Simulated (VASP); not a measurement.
Output of a VASP run:

**OSZICAR**
```
       N       E                     dE             d eps       ncg     rms          rms(c)
DAV:   1     0.626666565166E+03    0.62667E+03   -0.29331E+04  1965   0.232E+03
DAV:   2     0.662126964495E+02   -0.56045E+03   -0.54638E+03  1548   0.716E+02
DAV:   3    -0.255809460309E+02   -0.91794E+02   -0.90678E+02  1790   0.167E+02
DAV:   4    -0.306775906764E+02   -0.50966E+01   -0.50746E+01  1805   0.462E+01
DAV:   5    -0.307900638733E+02   -0.11247E+00   -0.11234E+00  1829   0.695E+00    0.837E+00
DAV:   6    -0.300267803216E+02    0.76328E+00   -0.17793E+00  1761   0.103E+01    0.646E+00
DAV:   7    -0.299556703446E+02    0.71110E-01   -0.77639E-01  1871   0.355E+00    0.248E+00
DAV:   8    -0.299547520474E+02    0.91830E-03   -0.98968E-02  1762   0.251E+00    0.541E-01
DAV:   9    -0.299553406157E+02   -0.58857E-03   -0.15674E-02  1818   0.123E+00    0.136E-01
DAV:  10    -0.299551969267E+02    0.14369E-03   -0.27093E-03  1746   0.438E-01    0.546E-02
DAV:  11    -0.299554026994E+02   -0.20577E-03   -0.77048E-04  1847   0.132E-01    0.345E-02
DAV:  12    -0.299553855285E+02    0.17171E-04   -0.13258E-04  1605   0.886E-02    0.174E-02
DAV:  13    -0.299553929297E+02   -0.74012E-05   -0.15596E-05  1535   0.231E-02    0.722E-03
DAV:  14    -0.299553922536E+02    0.67609E-06   -0.50727E-06  1645   0.183E-02
   1 F= -.29955392E+02 E0= -.29955389E+02  d E =-.299554E+02
       N       E                     dE             d eps       ncg     rms          rms(c)
DAV:   1    -0.299568587741E+02   -0.14658E-02   -0.37606E-02  1738   0.145E+00    0.212E-01
DAV:   2    -0.299561767282E+02    0.68205E-03   -0.28342E-03  1908   0.517E-01    0.108E-01
DAV:   3    -0.299559935797E+02    0.18315E-03   -0.26954E-04  1952   0.134E-01    0.661E-02
DAV:   4    -0.299559526945E+02    0.40885E-04   -0.63578E-05  2206   0.578E-02    0.101E-02
DAV:   5    -0.299559527170E+02   -0.22585E-07   -0.11792E-05  1711   0.286E-02    0.599E-03
DAV:   6    -0.299559531420E+02   -0.42500E-06   -0.14035E-06   900   0.918E-03
   2 F= -.29955953E+02 E0= -.29955950E+02  d E =-.560888E-03
       N       E                     dE             d eps       ncg     rms          rms(c)
DAV:   1    -0.299581203259E+02   -0.21676E-02   -0.77193E-02  1735   0.208E+00    0.304E-01
DAV:   2    -0.299567202516E+02    0.14001E-02   -0.58308E-03  1897   0.743E-01    0.155E-01
DAV:   3    -0.299563434119E+02    0.37684E-03   -0.55547E-04  1946   0.191E-01    0.952E-02
DAV:   4    -0.299562555060E+02    0.87906E-04   -0.13075E-04  2230   0.804E-02    0.146E-02
DAV:   5    -0.299562550916E+02    0.41442E-06   -0.23557E-05  1731   0.403E-02    0.860E-03
DAV:   6    -0.299562557281E+02   -0.63649E-06   -0.32296E-06  1292   0.133E-02
   3 F= -.29956256E+02 E0= -.29956253E+02  d E =-.863475E-03
       N       E                     dE             d eps       ncg     rms          rms(c)
DAV:   1    -0.299595346165E+02   -0.32795E-02   -0.74676E-02  1830   0.256E+00    0.399E-01
DAV:   2    -0.299570737044E+02    0.24609E-02   -0.73570E-03  1806   0.944E-01    0.163E-01
DAV:   3    -0.299565610307E+02    0.51267E-03   -0.95306E-04  1804   0.253E-01    0.107E-01
DAV:   4    -0.299564242899E+02    0.13674E-03   -0.21006E-04  2021   0.109E-01    0.228E-02
DAV:   5    -0.299564183605E+02    0.59294E-05   -0.45686E-05  1769   0.634E-02    0.104E-02
DAV:   6    -0.299564176725E+02    0.68799E-06   -0.79786E-06  1517   0.163E-02
   4 F= -.29956418E+02 E0= -.29956414E+02  d E =-.161944E-03
```

OUTCAR:
```
------------------------ aborting loop because EDIFF is reached ----------------------------------------
  FORCE on cell =-STRESS in cart. coord.  units (eV):
  Direction    XX          YY          ZZ          XY          YZ          ZX
  --------------------------------------------------------------------------------------
  Total       -0.0631524     -0.0631524     -0.0005993      0.0000000      0.0000000      0.0000000
  in kB       -0.4821709     -0.4821709     -0.0045756      0.0000000      0.0000000      0.0000000
  external PRESSURE =      -0.3229725 kB  Pullay stress =       0.0000000 kB
  volume of cell :      209.85
      direct lattice vectors                 reciprocal lattice vectors
    -3.025027605  3.025027605  5.732984707     0.000000000  0.165287748  0.087214606
     3.025027605 -3.025027605  5.732984707     0.165287748  0.000000000  0.087214606
     3.025027605  3.025027605 -5.732984707     0.165287748  0.165287748  0.000000000
 POSITION                                       TOTAL-FORCE (eV/Angst)
 -----------------------------------------------------------------------------------
     -3.02503      3.02503      5.73298         0.000000      0.000000      0.000000
      0.00000      3.02503      2.86649         0.000000     -0.000000      0.000000
      0.00000      0.00000      5.73298         0.000000     -0.000000      0.000000
      3.02503      0.00000      2.86649        -0.000000      0.000000      0.000000
      1.35055      1.51251      7.16623        -0.008410      0.000000      0.000000
      1.51251     -1.35055      4.29974        -0.000000      0.008410     -0.000000
      1.67448      1.51251      1.43325         0.008410     -0.000000     -0.000000
      1.51251      4.37558     -1.43325         0.000000     -0.008410      0.000000
 -----------------------------------------------------------------------------------
    total drift:                                0.000001      0.000001     -0.000004
  FREE ENERGIE OF THE ION-ELECTRON SYSTEM (eV)
  ---------------------------------------------------
  free  energy   TOTEN  =       -29.9564176725 eV

  energy  without entropy=      -29.9564104516  energy(sigma->0) =      -29.95641406

 reached required accuracy - stopping structural energy minimisation
```
(Selected blocks of OUTCAR.)

POSCAR:
```
CdGeAs2
1
   -3.0297696177     3.0297696177     5.7178224769
    3.0297696177    -3.0297696177     5.7178224769
    3.0297696177     3.0297696177    -5.7178224769
Cd Ge As
2 2 4
Direct
  0.0000000000   0.0000000000   0.0000000000
  0.7500000000   0.2500000000   0.5000000000
  0.5000000000   0.5000000000   0.0000000000
  0.2500000000   0.7500000000   0.5000000000
  0.8750000000   0.8469959138   0.4719959138
  0.1530040862   0.6250000000   0.0280040862
  0.3750000000   0.4030040862   0.5280040862
  0.5969959138   0.1250000000   0.9719959138
```

### Question
Reconstruct the remaining input files.

### Answer
One answer among several that fit: the input of the run itself, PBE GGA, plane waves, VASP's PBE PAW potentials (set 64).

**INCAR**
```
EDIFF  =  1E-6   ! SCF stop (eV)
LCHARG  =  .FALSE.
IBRION  =  2   ! conjugate gradients
SYSTEM  =  CdGeAs2
ENCUT  =  400
PREC  =  Accurate
NSW  =  60   ! most ionic steps
LMAXMIX  =  4
LWAVE  =  .FALSE.
GGA  =  PE   ! PBE
LASPH  =  .TRUE.   ! aspherical one-centre terms
ALGO  =  Normal   ! blocked Davidson
ISMEAR  =  0   ! Gaussian
NELM  =  100   ! most electronic steps
ISIF  =  3
EDIFFG  =  -0.02
LREAL  =  .FALSE.   ! projection in real space or not
SIGMA  =  0.05   ! width (eV)
```

KPOINTS:
```
Automatic mesh
0
Gamma
5 5 5
0 0 0
```

POTCAR, in this order: Cd Ge_d As (PBE.64 set). Program: vasp_std.

The compound is CdGeAs2 in the chalcopyrite structure. This run relaxes it. Symmetry was kept, so distortions that lower it aren't found. The start is the result of an earlier pass.
